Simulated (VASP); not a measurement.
Computed with r2SCAN meta-GGA, VASP's PBE PAW potentials (set 64) (plane waves; VASP).

VASP ran on this input.

INCAR:
```
! general
SYSTEM =Si
PREC   =Accurate
ENCUT  =400   ! plane-wave cut-off (eV)
LREAL  =.FALSE.   ! projection in real space or not
LASPH  =.TRUE.

! electronic loop
EDIFF  =1E-6   ! SCF stop (eV)
NELM   =100
ALGO   =Normal   ! blocked Davidson
LMIXTAU=.TRUE.

! smearing
ISMEAR =1
SIGMA  =0.1

! functional
METAGGA=R2SCAN

! ions
IBRION =2
NSW    =60   ! most ionic steps
ISIF   =3
EDIFFG =-0.02   ! ionic stop

! output
LWAVE  =.FALSE.
LCHARG =.FALSE.
```

### KPOINTS
```
kpoints
0
G
7 7 8
0 0 0
```

File POSCAR:
```
Si
1.0
  2.3602068601  -3.8225425326   0.0000000000
  2.3602068601   3.8225425326   0.0000000000
  0.0000000000   0.0000000000   3.7282838503
Si
4
Cartesian
  2.3602068601   1.1365804201   2.4070650590
  2.3602068601  -1.1365804201   1.3212187913
  2.3602068601  -2.6859621125   3.1853607165
  2.3602068601   2.6859621125   0.5429231338
```

POTCAR, in this order: Si (PBE.64 set). Program: vasp_std.

Output

OSZICAR:
```
       N       E                     dE             d eps       ncg     rms          rms(c)
DAV:   1     0.642548571965E+01    0.64255E+01   -0.54462E+03  1920   0.928E+02
DAV:   2    -0.336201778781E+02   -0.40046E+02   -0.36772E+02  2484   0.131E+02
DAV:   3    -0.354470354403E+02   -0.18269E+01   -0.17668E+01  2548   0.256E+01
DAV:   4    -0.354718941904E+02   -0.24859E-01   -0.24782E-01  2220   0.347E+00
DAV:   5    -0.354722877798E+02   -0.39359E-03   -0.39346E-03  2516   0.380E-01    0.758E+00
DAV:   6    -0.331693245036E+02    0.23030E+01   -0.29347E-01  2184   0.418E+00    0.507E+00
DAV:   7    -0.332133605844E+02   -0.44036E-01   -0.19612E-01  2404   0.352E+00    0.334E-01
DAV:   8    -0.330157597340E+02    0.19760E+00   -0.25805E-01  2060   0.444E+00    0.525E-01
DAV:   9    -0.332020130039E+02   -0.18625E+00   -0.88620E-02  1952   0.250E+00    0.396E-01
DAV:  10    -0.332225224952E+02   -0.20509E-01   -0.16203E-02  2168   0.114E+00    0.128E-01
DAV:  11    -0.332223369600E+02    0.18554E-03   -0.23827E-03  2188   0.480E-01    0.461E-02
DAV:  12    -0.332223993226E+02   -0.62363E-04   -0.54927E-04  2124   0.252E-01    0.271E-02
DAV:  13    -0.332224002092E+02   -0.88653E-06   -0.80673E-05  2296   0.847E-02    0.373E-03
DAV:  14    -0.332224057916E+02   -0.55825E-05   -0.42279E-06  2184   0.227E-02    0.391E-03
DAV:  15    -0.332224051408E+02    0.65085E-06   -0.21929E-06  1564   0.140E-02
   1 F= -.33222405E+02 E0= -.33222660E+02  d E =-.332224E+02
```

File OUTCAR:
```
------------------------ aborting loop because EDIFF is reached ----------------------------------------
  FORCE on cell =-STRESS in cart. coord.  units (eV):
  Direction    XX          YY          ZZ          XY          YZ          ZX
  --------------------------------------------------------------------------------------
  Total        0.0538701     -0.0500251      0.0343055      0.0000000      0.0000000      0.0000000
  in kB        1.2829704     -1.1913980      0.8170210      0.0000000      0.0000000      0.0000000
  external PRESSURE =       0.3028645 kB  Pullay stress =       0.0000000 kB
  volume of cell :       67.27
      direct lattice vectors                 reciprocal lattice vectors
     2.360206860 -3.822542533  0.000000000     0.211845838 -0.130802992  0.000000000
     2.360206860  3.822542533  0.000000000     0.211845838  0.130802992  0.000000000
     0.000000000  0.000000000  3.728283850     0.000000000  0.000000000  0.268219921
 POSITION                                       TOTAL-FORCE (eV/Angst)
 -----------------------------------------------------------------------------------
      2.36021      1.13658      2.40707         0.000000      0.003593     -0.001720
      2.36021     -1.13658      1.32122         0.000000     -0.003593      0.001720
      2.36021     -2.68596      3.18536         0.000000      0.003593      0.001720
      2.36021      2.68596      0.54292         0.000000     -0.003593     -0.001720
 -----------------------------------------------------------------------------------
    total drift:                               -0.000000     -0.000000     -0.000000
  FREE ENERGIE OF THE ION-ELECTRON SYSTEM (eV)
  ---------------------------------------------------
  free  energy   TOTEN  =       -33.2224051408 eV

  energy  without entropy=      -33.2231711651  energy(sigma->0) =      -33.22266048

 reached required accuracy - stopping structural energy minimisation
```
(Selected blocks of OUTCAR.)

The structure was generated: Si was put into the black-P type (Cmce), which need not be its known phase. It was relaxed first, which changed the volume by -11 %. The start is the result of an earlier pass.
